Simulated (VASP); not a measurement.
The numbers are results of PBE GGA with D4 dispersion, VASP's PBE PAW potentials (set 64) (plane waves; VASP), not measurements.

The input files of a VASP run:

File KPOINTS:
```
k-points along high-symmetry lines
10
Line-mode
Reciprocal
  0.000000   0.000000   0.000000 ! GAMMA
  0.000000   0.500000   0.000000 ! M

  0.000000   0.500000   0.000000 ! M
 -0.333333   0.666667   0.000000 ! K

 -0.333333   0.666667   0.000000 ! K
  0.000000   0.000000   0.000000 ! GAMMA

  0.000000   0.000000   0.000000 ! GAMMA
  0.000000   0.000000   0.500000 ! A

  0.000000   0.000000   0.500000 ! A
  0.000000   0.500000   0.500000 ! L

  0.000000   0.500000   0.500000 ! L
 -0.333333   0.666667   0.500000 ! H

 -0.333333   0.666667   0.500000 ! H
  0.000000   0.000000   0.500000 ! A

  0.000000   0.500000   0.500000 ! L
  0.000000   0.500000   0.000000 ! M

 -0.333333   0.666667   0.500000 ! H
 -0.333333   0.666667   0.000000 ! K
```

**POSCAR**
```
SiC
1
    1.5357559480    -2.6600070883     0.0000000000
    1.5357559480     2.6600070883     0.0000000000
    0.0000000000     0.0000000000     5.0436169779
Si C
2 2
Direct
  0.6666670000   0.3333330000   0.4996072384
  0.3333330000   0.6666670000   0.9996072384
  0.6666670000   0.3333330000   0.8753927616
  0.3333330000   0.6666670000   0.3753927616
```

**INCAR**
```
SYSTEM = SiC
PREC = Accurate; ENCUT = 520; LREAL = .FALSE.
LASPH = .TRUE.; ICHARG = 11
EDIFF = 1E-7; NELM = 100; ALGO = Normal
ISMEAR = 0; SIGMA = 0.05
GGA = PE; IVDW = 13
LWAVE = .FALSE.; LCHARG = .FALSE.; LORBIT = 11
```

POTCAR, in this order: Si C (PBE.64 set). Program: vasp_std. Read from the step before: CHGCAR.

Output of the run:

**OUTCAR**
```
 ion  position               nearest neighbor table
   1  0.667  0.333  0.500-   4 1.88   4 1.88   4 1.88   3 1.90   2 3.08   2 3.08   2 3.08   2 3.08
                             2 3.08   2 3.08
   2  0.333  0.667  1.000-   3 1.88   3 1.88   3 1.88   4 1.90   1 3.08   1 3.08   1 3.08   1 3.08
                             1 3.08   1 3.08
   3  0.667  0.333  0.875-   2 1.88   2 1.88   2 1.88   1 1.90
   4  0.333  0.667  0.375-   1 1.88   1 1.88   1 1.88   2 1.90
  LATTYP: Found a hexagonal cell.
 ALAT       =     3.0715116867
 C/A-ratio  =     1.6420634177
 Subroutine PRICEL returns:
 Original cell was already a primitive cell.
 Subroutine GETGRP returns: Found 12 space group operations
The static configuration has the point symmetry C_3v.
 The point group associated with its full space group is C_6v.
The dynamic configuration has the point symmetry C_3v.
 Subroutine INISYM returns: Found 12 space group operations
   k-points           NKPTS =     90   k-points in BZ     NKDIM =     90   number of bands    NBANDS=     12
   number of dos      NEDOS =    301   number of ions     NIONS =      4
   total plane-waves  NPLWV =  23040
   dimension x,y,z NGX =    24 NGY =   24 NGZ =   40
   dimension x,y,z NGXF=    48 NGYF=   48 NGZF=   80
   ions per type =               2   2
   PREC   = accura    normal or accurate (medium, high low for compatibility)
   ISTART =      0    job   : 0-new  1-cont  2-samecut
...
```

### OSZICAR
```
       N       E                     dE             d eps       ncg     rms          rms(c)
DAV:   1     0.347304641876E+02    0.34730E+02   -0.73206E+03  2160   0.119E+03
DAV:   2    -0.261790223663E+02   -0.60909E+02   -0.55694E+02  3104   0.179E+02
DAV:   3    -0.287428437499E+02   -0.25638E+01   -0.25455E+01  2824   0.362E+01
DAV:   4    -0.287710827261E+02   -0.28239E-01   -0.28200E-01  2636   0.437E+00
DAV:   5    -0.287716246403E+02   -0.54191E-03   -0.54180E-03  2708   0.551E-01
DAV:   6    -0.287716431662E+02   -0.18526E-04   -0.18524E-04  2704   0.896E-02
DAV:   7    -0.287716437661E+02   -0.59990E-06   -0.59995E-06  2704   0.142E-02
DAV:   8    -0.287716437931E+02   -0.27027E-07   -0.26996E-07  2188   0.251E-03
   1 F= -.30091274E+02 E0= -.30091274E+02  d E =-.464156E-14
```

### OUTCAR
```
 val. band max:        8.3041887312   @ k =   0.0000   0.0000   0.0000

 cond. band min:      10.5689384292   @ k =  -0.3333   0.6667   0.0000



 k-point     1 :       0.0000    0.0000    0.0000
  band No.  band energies     occupation
      1      -7.2967      2.00000
      2      -3.7201      2.00000
      3      -0.4179      2.00000
      4       6.9881      2.00000
      5       6.9882      2.00000
      6       8.1881      2.00000
      7       8.3042      2.00000
      8       8.3042      2.00000
      9      13.1476      0.00000
     10      14.5440      0.00000
     11      14.9956      0.00000
     12      14.9956      0.00000

 k-point     2 :       0.0000    0.0556    0.0000
  band No.  band energies     occupation
      1      -7.2428      2.00000
      2      -3.6741      2.00000
      3      -0.3681      2.00000
      4       6.6650      2.00000
      5       6.8895      2.00000
      6       8.0820      2.00000
      7       8.1648      2.00000
      8       8.2760      2.00000
      9      13.3722      0.00000
     10      14.5436      0.00000
     11      14.9688      0.00000
     12      15.1113      0.00000

 k-point     3 :       0.0000    0.1111    0.0000
  band No.  band energies     occupation
      1      -7.0820      2.00000
      2      -3.5375      2.00000
      3      -0.2203      2.00000
      4       5.8543      2.00000
      5       6.6336      2.00000
      6       7.5230      2.00000
      7       8.0412      2.00000
      8       8.1811      2.00000
      9      13.5981      0.00000
     10      14.6194      0.00000
     11      15.1367      0.00000
     12      15.4202      0.00000

 k-point     4 :       0.0000    0.1667    0.0000
  band No.  band energies     occupation
      1      -6.8160      2.00000
      2      -3.3160      2.00000
      3       0.0197      2.00000
      4       4.8114      2.00000
      5       6.2978      2.00000
      6       6.7274      2.00000
      7       7.8287      2.00000
...
```

The density is held fixed in this step, so its total energy and stress have no physical meaning.

The compound is SiC in the wurtzite structure, the rare 2H polytype. It was relaxed first.
